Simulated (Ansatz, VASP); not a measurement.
# In4Ga12Sb13As3 (Ga0.78In0.22As0.20Sb0.80, zincblende) in two plane-wave programs

One calculation is typed for both programs; each brings its own data sets. How far apart do they land? The cell is invented: As first built, before any earlier steps moved the atoms (in the runner's words): 1x2x2 conventional cells of the GaSb type (32 atoms: 12 Ga, 3 As, 4 In, 13 Sb); Ga/In and Sb/As share their sites, the best of 600 random draws by like-pair counts in two shells; start lattice by linear mixing of the end members' cells; atoms moved at random by 0.02 A. It may not be a known or stable phase. The cell is taken from a series of runs on this material, whose earlier steps may have relaxed, scaled, displaced or heated it; both programs get it as it stands.

Calculated with Ansatz 0.2.0; plane waves, with VASP 6.6.1 beside it; single point at PBE0.

### Step 1. Starting point

The cell holds 32 atoms: 12 Ga, 3 As, 4 In and 13 Sb. Cell: a = 6.131 Å, b = 12.257 Å, c = 12.253 Å, α = 90.0°, β = 90.1°, γ = 90.0°. It derives from GaSb (GaSb type, space group 216), repeated 1×2×2. As first built, before any earlier steps moved the atoms (in the runner's words): 1x2x2 conventional cells of the GaSb type (32 atoms: 12 Ga, 3 As, 4 In, 13 Sb); Ga/In and Sb/As share their sites, the best of 600 random draws by like-pair counts in two shells; start lattice by linear mixing of the end members' cells; atoms moved at random by 0.02 A.

### Step 2. Ansatz: single point, PBE0

Ansatz runs on its default PAW (the set named soft_2) files.

With cell and atoms fixed, the geometry can't cause a difference; cores, projectors, grids and the points listed under the comparison can.

The input, input.yaml:

```yaml
crystal:
  lattice:
    - [6.13078, 0.00046, -0.00269]
    - [0.00092, 12.25687, -8.0e-05]
    - [-0.00538, -8.0e-05, 12.25291]
  atoms:
    - { symbol: Ga, position: [0.49985, 0.99909, 0.2566] }
    - { symbol: Ga, position: [0.48596, 0.26476, 0.00527] }
    - { symbol: Ga, position: [0.00383, 0.99889, 0.49799] }
    - { symbol: Ga, position: [0.00155, 0.25734, 0.74807] }
    - { symbol: Ga, position: [0.51179, 0.26023, 0.49438] }
    - { symbol: Ga, position: [0.01871, 0.49282, 0.00424] }
    - { symbol: Ga, position: [0.00217, 0.74549, 0.25705] }
    - { symbol: Ga, position: [0.49892, 0.49068, 0.25274] }
    - { symbol: Ga, position: [0.97102, 0.501, 0.4997] }
    - { symbol: Ga, position: [0.98559, 0.73438, 0.7365] }
    - { symbol: Ga, position: [0.51086, 0.50407, 0.74157] }
    - { symbol: Ga, position: [0.50807, 0.73941, 0.50325] }
    - { symbol: As, position: [0.26171, 0.38283, 0.12485] }
    - { symbol: As, position: [0.73698, 0.38339, 0.37893] }
    - { symbol: As, position: [0.7432, 0.6203, 0.62053] }
    - { symbol: In, position: [0.99518, 0.00324, 0.00114] }
    - { symbol: In, position: [0.99979, 0.26391, 0.25239] }
    - { symbol: In, position: [0.49607, 0.00304, 0.74428] }
    - { symbol: In, position: [0.50047, 0.74308, 0.0016] }
    - { symbol: Sb, position: [0.26166, 0.12577, 0.3806] }
    - { symbol: Sb, position: [0.72043, 0.13185, 0.12797] }
    - { symbol: Sb, position: [0.25015, 0.14115, 0.87627] }
    - { symbol: Sb, position: [0.24825, 0.38043, 0.61962] }
    - { symbol: Sb, position: [0.76505, 0.13456, 0.61638] }
    - { symbol: Sb, position: [0.75063, 0.37916, 0.87601] }
    - { symbol: Sb, position: [0.24861, 0.6173, 0.37826] }
    - { symbol: Sb, position: [0.24808, 0.87379, 0.13771] }
    - { symbol: Sb, position: [0.76656, 0.61275, 0.13349] }
    - { symbol: Sb, position: [0.74973, 0.87141, 0.3783] }
    - { symbol: Sb, position: [0.23939, 0.61614, 0.86557] }
    - { symbol: Sb, position: [0.23805, 0.86332, 0.61817] }
    - { symbol: Sb, position: [0.76251, 0.86532, 0.86441] }
kpoints:
  mp_grid: { grid: [2, 1, 1] }
hamiltonian:
  xc: pbe0
scf:
  occupations: { method: fermi_dirac, width: 0.01 }
output:
  forces: true
  eigenvalues: true
```

Command:

```sh
$ ansatz run input.yaml --threads 8 --pin off --max-ram 15360MiB --backend cpu --events-out ev --progress --plain --runs-dir out
```

Numbers of over 12 decimals in the logs are rounded to 6 here.

What it wrote:

```text
Engine: ansatz 0.2.0, aarch64-unknown-linux-gnu
Pseudopotentials: kind: paw
Pseudopotential: Ga, paw, valence charge 13, recommended cutoff 420 eV (normal), Ga.paw.azcp
Pseudopotential: As, paw, valence charge 15, recommended cutoff 420 eV (normal), As.paw.azcp
Pseudopotential: In, paw, valence charge 13, recommended cutoff 420 eV (normal), In.paw.azcp
Pseudopotential: Sb, paw, valence charge 15, recommended cutoff 420 eV (normal), Sb.paw.azcp
Functional definition: PBE0
  parameter a = 0.25
  parameter kappa = 0.804
  parameter beta = 0.066725
  exchange = (1 - a)*pbe_x(kappa = kappa, mu = beta*pi^2/3) + a*exact_x
  correlation = pbe_c(beta = beta)
Crystal: 32 atoms, lattice volume = 920.735 Å³
Basis set: ecut = 420 eV, 17925 PW (Γ), exchange–correlation on 90×180×180 points (8 copies of the dense FFT grid, shifted against one another)
Bands: 269, of which v1, the nominal top of the filled ones, is band 224 counted from 1 (223 counted from 0)
Symmetry: 1 space group operations
Space group: P1 (ITA 1), of the structure as read, at distance tolerance 9.7e-5 Å
k-points: 2
Non-local potential: Ga, projectors of the file, l = 0: 2, l = 1: 2, l = 2: 3, l = 3: 1
Non-local potential: As, projectors of the file, l = 0: 2, l = 1: 2, l = 2: 3, l = 3: 1
Non-local potential: In, projectors of the file, l = 0: 2, l = 1: 2, l = 2: 2, l = 3: 2
Non-local potential: Sb, projectors of the file, l = 0: 2, l = 1: 2, l = 2: 2, l = 3: 2
PAW form: soft (Blöchl's): semilocal exchange-correlation on the pseudo side does not see the compensation charge
PAW frozen core: Ga, regenerated for the run's functional, and the local potential with it (the file was generated under x = pbe(κ = 0.804, μ = 0.219515), c = pbe(β = 0.066725))
PAW frozen core: As, regenerated for the run's functional, and the local potential with it (the file was generated under x = pbe(κ = 0.804, μ = 0.219515), c = pbe(β = 0.066725))
PAW frozen core: In, regenerated for the run's functional, and the local potential with it (the file was generated under x = pbe(κ = 0.804, μ = 0.219515), c = pbe(β = 0.066725))
PAW frozen core: Sb, regenerated for the run's functional, and the local potential with it (the file was generated under x = pbe(κ = 0.804, μ = 0.219515), c = pbe(β = 0.066725))
PAW one-centre angular grid: Ga, 590 points (default); XC on 64 Gauss nodes
PAW one-centre angular grid: As, 590 points (default); XC on 64 Gauss nodes
PAW one-centre angular grid: In, 590 points (default); XC on 64 Gauss nodes
PAW one-centre angular grid: Sb, 590 points (default); XC on 64 Gauss nodes
Initial density: superposition of atomic densities (neutral atoms: chi_scale 0, normalization atom), corrected by the library's trained network
Initial wavefunctions: pseudopotential atomic-orbital guess
Functional: x = pbe(κ = 0.804, μ = 0.219515), c = pbe(β = 0.066725), warm-up for x = 0.75 pbe(κ = 0.804, μ = 0.219515) + 0.25 exact, c = pbe(β = 0.066725)
SCF iter   1: F=—  HF=-166656.152587 eV  |F-HF|=—  |Δ(HF+E_count)|=         —  Δρ=1.25e-3  dr2=2.23e-2  ethr=1.77e-3  ⟨swp⟩=16.0  Hψ=2474  notcnv=0
preconditioner: auto → Kerker (q_TF=auto, 2.420 Å⁻¹)  [metal: Δε(μ)=0.014 eV  Ē_g=13.740 eV  σ=0.010 eV  W_gap=0.34  n_scr=232 (ndim 8)  ℏωp=20.8 eV  f_vac=0.091  D(μ)=53.32/eV (n_scr^D=494)]
SCF iter   2: F=—  HF=-166656.178622 eV  |F-HF|=—  |Δ(HF+E_count)|=   2.60e-2  Δρ=7.34e-4  dr2=1.03e-2  ethr=4.97e-6  ⟨swp⟩=10.5  Hψ=2153  notcnv=0  defer=35
SCF iter   3: F=—  HF=-166656.178132 eV  |F-HF|=—  |Δ(HF+E_count)|=   4.89e-4  Δρ=3.63e-4  dr2=3.00e-3  ethr=2.30e-6  ⟨swp⟩=8.0  Hψ=1312  notcnv=0  defer=26
SCF iter   4: F=—  HF=-166656.178031 eV  |F-HF|=—  |Δ(HF+E_count)|=   1.01e-4  Δρ=1.81e-4  dr2=6.06e-4  ethr=6.70e-7  ⟨swp⟩=5.0  Hψ=1532  notcnv=0  defer=26
SCF iter   5: F=—  HF=-166656.178538 eV  |F-HF|=—  |Δ(HF+E_count)|=   5.07e-4  Δρ=9.05e-5  dr2=2.29e-4  ethr=1.35e-7  ⟨swp⟩=4.5  Hψ=1215  notcnv=0  defer=20
SCF iter   6: F=—  HF=-166656.178708 eV  |F-HF|=—  |Δ(HF+E_count)|=   1.70e-4  Δρ=3.81e-5  dr2=3.86e-5  ethr=5.12e-8  ⟨swp⟩=4.0  Hψ=1209  notcnv=0  defer=14
SCF iter   7: F=—  HF=-166656.178720 eV  |F-HF|=—  |Δ(HF+E_count)|=   1.27e-5  Δρ=2.16e-5  dr2=1.23e-5  ethr=8.62e-9  ⟨swp⟩=5.0  Hψ=1369  notcnv=0  defer=12
SCF iter   8: F=—  HF=-166656.178725 eV  |F-HF|=—  |Δ(HF+E_count)|=   4.82e-6  Δρ=9.75e-6  dr2=3.74e-6  ethr=2.75e-9  ⟨swp⟩=6.0  Hψ=1232  notcnv=0  defer=6
SCF iter   9: F=—  HF=-166656.178726 eV  |F-HF|=—  |Δ(HF+E_count)|=   5.29e-7  Δρ=6.87e-6  dr2=1.40e-6  ethr=8.34e-10  ⟨swp⟩=5.0  Hψ=1223  notcnv=0  defer=6
SCF iter  10: F=—  HF=-166656.178726 eV  |F-HF|=—  |Δ(HF+E_count)|=   2.97e-8  Δρ=4.10e-6  dr2=5.52e-7  ethr=3.13e-10  ⟨swp⟩=5.0  Hψ=1266  notcnv=0  defer=6
[...]
SCF 5 converged in 3 iterations: F = -166725.950983 eV  dr2 = 4.89e-10
  Residual-converged pass: ⟨swp⟩=4.0  Hψ=1467  notcnv=0  max |occ|·‖R‖ = 2.4e-7 eV (tolerance 2.7e-7 eV)  dr2=5.56e-10  dr2_onsite=9.33e-11  max |Δocc| = 0.0e0
hybrid outer 4: dexx = +3.645e-9 eV, tail = 1.21e-9 eV, Δε = 4.09e-5 eV (about 8.60e-6 eV left of the loop's levels), ΔF = 2.22e-4 eV/Å (tail 9.25e-5)
hybrid SCF converged: 4 outer / 31 inner (+16 warm-up), last move |dexx| = 3.65e-9 eV, tail = 1.21e-9 eV
Stability not checked: this state was not tested for a lower state beside it, because the functional holds exact exchange (a hybrid, or Hartree-Fock), whose exchange loop this test does not read (fock_operator; see scf.lower_state_search)
Free energy (F): -166725.950983 eV
Frozen-core exchange: fock
Harris-Foulkes:  -166725.950983 eV  (|F-HF|=2.62e-10)
Internal energy: -166725.950983 eV  (E = F + TS)
E sigma→0 (E₀):  -166725.950983 eV
Fermi energy:    7.749651 eV
--- Per-component energies (eV) ---
  E_band       = -5503.454260
  E_kinetic    = 5358.523188
  E_local      = -60629.711560  (includes V_loc(G=0)·N_el)
  E_nonlocal   = 9298.763808
  E_hartree    = 28138.874366
  E_xc         = -2858.939041
  E_vxc        = -1985.169718  (∫ρ·V_xc dr)
  E_exx        = -1603.706377  (= α·E_x^exact, valence–valence)
  E_paw        = -104865.038066  (= ΣΔE_a)
  E_vpaw       = -10616.193550  (= ΣTr[D̂ρ^β])
  E_aug_tail   = -0.001307  (compensation charges beyond the density's cutoff)
  E_ewald      = -39565.693975
  E_core_change = 0.977984  (= ΣΔE_core)
  E_smearing   = -0.000000  (= −TS)
  E_closure    = -0.000003  (closes the sum)
  Σ components = -166725.950983   (vs F -166725.950983, Δ=0.00e0)
--- Forces (eV/Å), atoms counted from 1 ---
  atom   1  Ga    -0.02488599     0.00767303     0.00496545
  atom   2  Ga     0.01140419    -0.02965939    -0.00579198
  atom   3  Ga    -0.00300155     0.00002434     0.00120518
  atom   4  Ga     0.00320656     0.00616320    -0.01008623
  atom   5  Ga    -0.00655363    -0.01478111     0.01898636
  atom   6  Ga    -0.03404989     0.02563258     0.00030299
  atom   7  Ga     0.00345585    -0.00878762     0.00156495
  atom   8  Ga     0.01405153     0.04988715     0.00608664
  atom   9  Ga     0.06438310    -0.00519323    -0.00915130
  atom  10  Ga     0.01950811     0.02827252     0.01663595
  atom  11  Ga    -0.03249356    -0.00998350     0.01172216
  atom  12  Ga    -0.02258220     0.01739944    -0.00897394
  atom  13  As    -0.00426105    -0.00881045     0.00536834
  atom  14  As    -0.00150453    -0.01265291    -0.00152488
  atom  15  As    -0.01451398    -0.01003940    -0.00653815
  atom  16  In     0.01896245    -0.00409820    -0.00071490
  atom  17  In    -0.01457055    -0.04073846     0.00677007
  atom  18  In     0.01361277    -0.01303148     0.01620946
  atom  19  In    -0.00728419     0.01266214    -0.01463309
  atom  20  Sb    -0.00768017     0.01796540    -0.01659076
  atom  21  Sb     0.02735051     0.00625004    -0.00820162
  atom  22  Sb    -0.01280039    -0.02780246    -0.00058957
  atom  23  Sb    -0.00076722    -0.01354075     0.00498378
  atom  24  Sb    -0.00420838    -0.01457084     0.00303440
  atom  25  Sb     0.00442418     0.00838692    -0.00619942
  atom  26  Sb    -0.01317180     0.00880153    -0.01598522
  atom  27  Sb     0.00775371    -0.00113717    -0.02980192
  atom  28  Sb     0.00204207    -0.00290731    -0.01173511
  atom  29  Sb     0.00233720    -0.00303897     0.00994362
  atom  30  Sb     0.02232511     0.01089126     0.01935135
  atom  31  Sb     0.01549828     0.00790234     0.01222726
  atom  32  Sb    -0.02597855     0.01285365     0.00713057
  max |Σ_I F_I| component: 2.96e-5 eV/Å
--- Band table (eV) ---
  k-point 0: bands = [... 220 lower, 5.9140, 7.0379, 7.0541, 7.0692, 8.4277, 9.2566, 9.3040, 9.3896, ... 41 higher]
  k-point 1: bands = [... 220 lower, 6.0281, 6.1155, 6.1589, 6.2145, 8.7056, 8.7335, 8.7659, 8.9955, ... 41 higher]
```

In the SCF lines HF is the Harris–Foulkes energy and dr2 the Hartree energy of the density residual, in eV; the loop may stop once dr2 is under the threshold and the program's other checks hold. Hψ counts applications of the Hamiltonian.

### Step 3. VASP: single point, PBE0

The same cell, functional, mesh and smearing now go to VASP, with its own data sets.

Lines of VASP's logs that name or quote its potential files are left out, and so is its time.

The run reads the wave functions of an earlier VASP run, which isn't shown here.

The input, INCAR:

```
SYSTEM = In4Ga12Sb13As3
PREC = Accurate
ENCUT = 400
EDIFF = 1E-06
NELM = 100
ISMEAR = -1
SIGMA = 0.01
LREAL = Auto
ALGO = Normal
LHFCALC = .TRUE.
AEXX = 0.25
GGA = PE
LASPH = .TRUE.
NBANDS = 167
PRECFOCK = Fast
LORBIT = 11
LWAVE = .FALSE.
LCHARG = .FALSE.
ISIF = 2
```

The input, POSCAR:

```
In4Ga12Sb13As3
1.0
    6.1307800000      0.0004600000     -0.0026900000
    0.0009200000     12.2568700000     -0.0000800000
   -0.0053800000     -0.0000800000     12.2529100000
Ga As In Sb
12 3 4 13
Direct
    0.4998500000      0.9990900000      0.2566000000
    0.4859600000      0.2647600000      0.0052700000
    0.0038300000      0.9988900000      0.4979900000
    0.0015500000      0.2573400000      0.7480700000
    0.5117900000      0.2602300000      0.4943800000
    0.0187100000      0.4928200000      0.0042400000
    0.0021700000      0.7454900000      0.2570500000
    0.4989200000      0.4906800000      0.2527400000
    0.9710200000      0.5010000000      0.4997000000
    0.9855900000      0.7343800000      0.7365000000
    0.5108600000      0.5040700000      0.7415700000
    0.5080700000      0.7394100000      0.5032500000
    0.2617100000      0.3828300000      0.1248500000
    0.7369800000      0.3833900000      0.3789300000
    0.7432000000      0.6203000000      0.6205300000
    0.9951800000      0.0032400000      0.0011400000
    0.9997900000      0.2639100000      0.2523900000
    0.4960700000      0.0030400000      0.7442800000
    0.5004700000      0.7430800000      0.0016000000
    0.2616600000      0.1257700000      0.3806000000
    0.7204300000      0.1318500000      0.1279700000
    0.2501500000      0.1411500000      0.8762700000
    0.2482500000      0.3804300000      0.6196200000
    0.7650500000      0.1345600000      0.6163800000
    0.7506300000      0.3791600000      0.8760100000
    0.2486100000      0.6173000000      0.3782600000
    0.2480800000      0.8737900000      0.1377100000
    0.7665600000      0.6127500000      0.1334900000
    0.7497300000      0.8714100000      0.3783000000
    0.2393900000      0.6161400000      0.8655700000
    0.2380500000      0.8633200000      0.6181700000
    0.7625100000      0.8653200000      0.8644100000
```

The input, KPOINTS:

```
Automatic mesh
0
Gamma
2 1 1
0 0 0
```

PAW data sets: Ga_d, As, In_d and Sb (PBE family, release 64).

Command:

```sh
$ export OMP_NUM_THREADS=3
$ mpirun -np 1 vasp_std
```

What it wrote:

```text
[banner, memory and clock lines left out]
running    1 mpi-ranks, on    1 nodes
[...]
Offloading initialized ...    1 GPUs detected
[...]
LDA part: xc-table for (Slater+PW92), standard interpolation
 found WAVECAR, reading the header
 POSCAR, INCAR and KPOINTS ok, starting setup
[...]
reading WAVECAR
 the WAVECAR file was read successfully
 initial charge from wavefunction
 entering main loop
       N       E                     dE             d eps       ncg     rms          rms(c)
DAV:   1    -0.154845525158E+03   -0.15485E+03   -0.34187E+01   944   0.211E+01    0.678E+01
DAV:   2    -0.155742026087E+03   -0.89650E+00   -0.16991E+00   816   0.548E+00    0.446E+01
DAV:   3    -0.155723102662E+03    0.18923E-01   -0.23812E-01   960   0.190E+00    0.297E+01
DAV:   4    -0.155709370639E+03    0.13732E-01   -0.23208E-02   896   0.705E-01    0.183E+01
[...]
DAV:  16    -0.155702618733E+03   -0.17351E-05   -0.31598E-07   369   0.266E-03    0.357E-02
DAV:  17    -0.155702619758E+03   -0.10246E-05   -0.19838E-07   376   0.205E-03    0.206E-02
DAV:  18    -0.155702620349E+03   -0.59146E-06   -0.10969E-07   369   0.158E-03
   1 F= -.15570262E+03 E0= -.15570262E+03  d E =-.795107E-11
```

OUTCAR, selected parts (step 3):

```text
  Total       -0.1677040     -0.2180266     -0.1675144     -0.0833381      0.0432401     -0.0338111
  in kB       -0.2918231     -0.3793897     -0.2914932     -0.1450173      0.0752425     -0.0588350
  external PRESSURE =      -0.3209020 kB  Pullay stress =       0.0000000 kB

 POSITION                                       TOTAL-FORCE (eV/Angst)
 -----------------------------------------------------------------------------------
      3.06401     12.24593      3.14267        -0.030841      0.009915      0.002749
      2.97953      3.24535      0.06324         0.032298     -0.056428     -0.028849
      0.02172     12.24323      6.10174        -0.003507     -0.000362      0.002264
      0.00571      3.15412      9.16601         0.007048      0.002325     -0.009442
      3.13525      3.18980      6.05620        -0.025641     -0.040108      0.037431
      0.11514      6.04044      0.05186        -0.057796      0.047843     -0.024029
      0.01261      9.13735      3.14955         0.006081     -0.009767     -0.000036
      3.05786      6.01441      3.09542         0.018295      0.087521      0.005130
      5.95088      6.14110      6.12013         0.109303     -0.006889     -0.010566
      6.03915      9.00159      9.02156         0.042972      0.054534      0.040159
      3.12844      6.17850      9.08498        -0.058922     -0.028247      0.033369
      3.11284      9.06305      6.16485        -0.046347      0.037652     -0.029357
      1.60417      4.69241      1.52904        -0.003086     -0.013143      0.001147
      4.51658      4.69947      4.64098        -0.003264     -0.020605      0.002473
[...]
-----------------------------------------------------------------------------------
    total drift:                               -0.018250      0.011108      0.035927

  FREE ENERGIE OF THE ION-ELECTRON SYSTEM (eV)
  ---------------------------------------------------
  free  energy   TOTEN  =      -155.7026203493 eV

  energy  without entropy=     -155.7026203493  energy(sigma->0) =     -155.70262035

[... 3 further parts left out ...]
[key lines of the parts left out:]
E-fermi :   4.3240
```

The run ends at a pressure of -0.03 GPa, with forces up to 0.11 eV/Å.

### Step 4. Side by side

Known differences besides the potentials themselves: exact exchange at q = 0 is treated differently, which shows on coarse meshes; VASP keeps PBE cores, Ansatz makes them for the functional; the data sets hold 448 valence electrons in Ansatz (on its default PAW (the set named soft_2) files) and 288 in VASP; the cutoff is 420 eV in Ansatz and 400 eV in VASP (PREC = Accurate, projectors in real space); VASP takes a coarser grid for exact exchange (PRECFOCK = Fast). Total energies have different zeros and are not compared.

Both answers:

| quantity | Ansatz | VASP | difference |
| --- | --- | --- | --- |
| gap on the k mesh (eV) | 1.359 | 1.463 | -0.105 |

Forces on 7 of the 32 atoms, those with the largest forces and the largest differences (eV/Å; atoms numbered as in POSCAR):

```csv
atom,"Ansatz x, y, z","VASP x, y, z"
Ga2,"0.011, -0.030, -0.006","0.032, -0.056, -0.029"
Ga6,"-0.034, 0.026, 0.000","-0.058, 0.048, -0.024"
Ga8,"0.014, 0.050, 0.006","0.018, 0.088, 0.005"
Ga9,"0.064, -0.005, -0.009","0.109, -0.007, -0.011"
Ga10,"0.019, 0.028, 0.017","0.043, 0.055, 0.040"
Ga11,"-0.033, -0.010, 0.012","-0.059, -0.028, 0.033"
In17,"-0.015, -0.041, 0.007","-0.017, -0.078, 0.010"
```

The forces differ by 13 meV/Å r.m.s., which is 45.9 % of the r.m.s. force of 0.027 eV/Å (both taken over all components). A gap on the mesh is an upper bound, since the band edges may lie between its points.

### Step 5. Summary of results

```json
{
  "r.m.s. force difference (single point, PBE0)": "13 meV/Å",
  "difference in gap on the k mesh (single point, PBE0)": "-0.10 eV"
}
```

**Reading.** The difference in gap on the k mesh is -0.10 eV (single point, PBE0), beyond the 0.08 eV picked in this series as the mark of a large difference. The data sets hold unlike numbers of valence electrons (448 in Ansatz and 288 in VASP), so part of the differences comes from the potentials. By the marks of this series, far apart in the single point, PBE0 pair: the r.m.s. force difference, 13 meV/Å and the difference in gap on the k mesh, -0.10 eV. What causes the difference of the single point, PBE0 pair stays open here. Such differences can come from data sets, numerical settings and the points named under the comparisons, not from the functional's error against experiment.

[Lines on the potential files, build, host, timing and source positions are cut from VASP's logs without a mark.]

[Logs are printed without paths, hosts, clocks, repeated set-up lines and the standing remarks that a program may print on its own settings, such as how far it seeks lower states.]

[Hosts, paths, dates, database ids (printed as entryN), source tags and the programs' standing remarks are cut or masked in the printed files.]
